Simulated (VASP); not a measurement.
The system is Be3Se2O.

```
Be Se O
1.0
    -1.69368    5.05704    2.36398
     1.66786   -5.05740    2.34580
     3.52768   10.16177   -4.72954
Be Se O
6 4 2
Direct
  0.35238 0.20207 0.04974
  0.37829 0.26795 0.58458
  0.08513 0.26712 0.45953
  0.08112 0.18746 0.93052
  0.82077 0.29809 0.24183
  0.82959 0.34384 0.76164
  0.34376 0.97022 0.15798
  0.34435 0.06832 0.69678
  0.67954 0.99947 0.31968
  0.64741 0.95281 0.81798
  0.06884 0.03679 0.01141
  0.00139 0.01060 0.50223
```

The cell was built by a generator and needn't be a form met in nature.

| Property | Result |
| --- | --- |
| Program | VASP 6.6.1 |
| Task | relaxation of cell and atoms |
| Functional | PBE |
| Potentials or basis | VASP PAW PBE potentials, release 64 (Be, Se, O) |
| Cutoff | 520 eV |
| k mesh | 6 × 6 × 6 |
| Occupations | gaussian, width 0.05 eV |
| Spin | no spin polarisation |

At the start: pressure 3.7 GPa; volume 13.65 Å³/atom.

Problem. How do energy, volume and symmetry change on relaxing?

Solution. Over 44 steps the energy falls by 274.2 meV/atom and the volume is 14.85 Å³/atom (+8.8 %); space group Cm (No. 8, to 0.05 Å).

The path:
```tsv
step	energy change (eV)	largest force (eV/Å)	pressure (GPa)	volume (Å³)
1	0.0000	9.2507	3.72	163.84
3	-1.7446	1.8392	-2.65	167.62
5	-2.2345	0.6673	0.31	161.33
7	-2.3169	0.5304	-0.11	161.52
9	-2.3534	0.2534	0.17	161.15
11	-2.3815	0.5229	-0.25	162.04
13	-2.4156	0.5717	0.03	162.20
15	-2.4747	0.7544	0.88	162.72
17	-2.5153	2.2674	3.03	165.32
19	-2.5957	1.3174	1.86	165.03
21	-2.8431	1.7797	1.24	172.35
23	-3.0157	0.6943	-0.92	177.11
25	-3.1504	0.9725	-0.12	177.22
27	-3.2263	0.5185	0.53	176.88
29	-3.2592	0.4702	-0.09	178.16
31	-3.2772	0.1863	-0.20	178.60
33	-3.2833	0.2337	0.06	178.13
35	-3.2867	0.0925	0.09	177.99
37	-3.2885	0.1069	0.05	178.18
39	-3.2893	0.0598	-0.03	178.39
41	-3.2898	0.0409	-0.04	178.42
43	-3.2900	0.0384	0.01	178.30
44	-3.2901	0.0239	0.01	178.26
```

Final structure:
```xyz
12
Lattice="-1.6990 5.0230 2.3309 1.9586 -5.0244 2.5303 3.4036 10.0490 -4.6567" Properties=species:S:1:pos:R:3 pbc="T T T"
Be    0.1814    1.3999    1.0998
Be    1.8904    6.4201   -1.2203
Be    1.8884    3.7047   -1.2227
Be    3.5840    8.7321   -3.5559
Be   -0.5425    5.0645    1.3110
Be    1.1717   10.0864   -1.0092
Se    0.0123    3.3939    0.0171
Se    1.7184    8.4142   -2.3049
Se    0.0150    6.7355    0.0194
Se    1.7193   11.7594   -2.3037
O     0.3761    0.0425    0.2892
O     2.0931    5.0634   -2.0312
```
